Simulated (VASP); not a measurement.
SbP, 2 atoms in the cell. It takes space group P-6m2 (No. 187, hexagonal). Conventional cell: a = 3.632 Å, b = 3.632 Å, c = 5.659 Å, α = 90.00°, β = 90.00°, γ = 120.00°. Sb (site symmetry -6m2) is surrounded by 6 P at 3.52 Å and 6 Sb at 3.63 Å. P (site symmetry -6m2) is surrounded by 6 Sb at 3.52 Å and 6 P at 3.63 Å. The cell was built by a generator and needn't be a form met in nature.

* Program: VASP 6.6.1
* Task: relaxation of cell and atoms
* Functional: r2SCAN
* Dispersion: D3(BJ)
* Potentials or basis: VASP PAW PBE potentials, release 64 (Sb, P)
* Cutoff: 600 eV
* k mesh: 8 × 8 × 5
* Occupations: gaussian, width 0.05 eV
* Spin: no spin polarisation
* Further INCAR settings: ALGO = Normal; EDIFF = 1e-06; IBRION = 2; EDIFFG = -0.005; NSW = 40; ISIF = 3

Potentials or basis: VASP PAW PBE potentials, release 64 (Sb, P).

Launch:

```bash
$ cat potpaw_PBE.64/Sb/POTCAR potpaw_PBE.64/P/POTCAR > POTCAR
$ mpirun -np 1 vasp_std > vasp.out
```

Hardware: 1 thread of Intel(R) Xeon(R) Platinum 8375C CPU @ 2.90GHz (Ice Lake) (shared host).

Q: How long does it take, and how much memory?

A: Wall time 25 min on 1 thread of Intel(R) Xeon(R) Platinum 8375C CPU @ 2.90GHz (Ice Lake) (shared host), peak memory 0.26 GiB. Counts: scf iterations 198, k points 30, ion steps 24.
